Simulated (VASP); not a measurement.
A cell of PbTe (rock salt) near equilibrium:

```yaml
crystal:
  lattice:
    - [0.00000, 3.26768, 3.26768]
    - [3.26768, 0.00000, 3.26768]
    - [3.26768, 3.26768, 0.00000]
  atoms:
    - { symbol: Te, position: [0.50000, 0.50000, 0.50000] }
    - { symbol: Pb, position: [0.00000, 0.00000, 0.00000] }
```

Method: r2SCAN meta-GGA, VASP's PBE PAW potentials (set 64) (plane waves; VASP).

Unless said otherwise, spin-orbit coupling is left out, though it shifts the bands of the heavy elements here.

```csv
run,ΔE (meV/atom),σxx,σyy,σzz,"largest shear component, with its sign (GPa)",gap (eV)
as it is,0.0,0.04,0.04,0.04,0.00,1.09
after one change,0.4,0.00,0.00,0.00,-0.23,1.02
```
Stress is in GPa, positive when the cell is compressed; gaps are those on the k-mesh, and 0.00 means metallic.

Q: What was changed between the two runs?
A) isotropic strain of -4.0 %
B) biaxial strain of +0.5 % in the yz plane
C) shear strain γ_xz = +1.5 %
D) biaxial strain of +1.0 % in the yz plane

A: C, shear strain γ_xz = +1.5 %

The compound is PbTe in the rock salt structure.
